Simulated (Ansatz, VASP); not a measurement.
**Two plane-wave programs on NbB2**

INCAR

```
SYSTEM = NbB2
ALGO     = Normal         ! electronic algorithm
EDIFF    = 1E-6           ! SCF threshold, eV
ENCUT    = 520            ! plane-wave cutoff, eV
GGA      = CA             ! functional
ISIF     = 2              ! what is computed and relaxed
ISMEAR   = 0              ! smearing method
LASPH    = .TRUE.         ! aspherical terms in the spheres
LCHARG   = .FALSE.        ! write CHGCAR
LREAL    = .FALSE.        ! projectors in reciprocal space
LWAVE    = .FALSE.        ! write WAVECAR
NBANDS   = 16             ! bands
NELM     = 60             ! most SCF steps
PREC     = Accurate       ! precision mode
SIGMA    = 0.15           ! smearing width, eV
```

The input KPOINTS:

```
k-points
0
G
  18 18 14
  0 0 0
```

The input POSCAR:

```
NbB2
1.0
    2.9951814504      0.0000000000      0.0000000000
   -1.4975907252      2.5939032250      0.0000000000
    0.0000000000      0.0000000000      3.1172555950
Nb B
1 2
Direct
    0.0000000000      0.0000000000      0.0000000000
    0.3333333333      0.6666666667      0.5000000000
    0.6666666667      0.3333333333      0.5000000000
```

Input for Ansatz:

```yaml
crystal:
  lattice:
    - [2.9951814504, 0.0, 0.0]
    - [-1.4975907252, 2.593903225, 0.0]
    - [0.0, 0.0, 3.117255595]
  atoms:
    - { symbol: Nb, position: [0.0, 0.0, 0.0] }
    - { symbol: B, position: [0.3333333333, 0.6666666667, 0.5] }
    - { symbol: B, position: [0.6666666667, 0.3333333333, 0.5] }
basis:
  ecutwfc: 420
kpoints:
  mp_grid: { grid: [18, 18, 14] }
hamiltonian:
  xc: lda
scf:
  occupations: { method: gaussian, width: 0.15 }
output:
  forces: true
  stress: true
  eigenvalues: true
```

Change from the starting cell: strain -0.025 along x and y, -0.050 along z, atoms carried along.

Alike in both runs: task single point; functional LDA; k mesh 18 × 18 × 14; occupations gaussian, width 0.15 eV; no spin polarisation.

|  | VASP | Ansatz |
| --- | --- | --- |
| version | VASP 6.6.1 | Ansatz 0.2.0 |
| potentials or method | VASP PAW LDA potentials, release 64 (Nb_sv, B) | scalar-relativistic, plane waves, PAW |
| plane-wave cutoff (eV) | 520 | 420 |
| valence electrons in the cell | 19 | 19 |

Ansatz gave:

| Property | Result |
| --- | --- |
| gap on the k mesh at the Fermi level (eV) | none |
| pressure (GPa) | 38.9 |
| largest component of the traceless stress (GPa) | 4.18 |

What did VASP give for the same quantities?

gap on the k mesh at the Fermi level (eV): none; pressure (GPa): 39.0; largest component of the traceless stress (GPa): 4.02.

A gap of «none» marks a metal or a gap that the smearing closes.

Caveats: so large a pressure means that the cell lies far from this level's equilibrium, or that cutoff or potentials fall short (VASP).
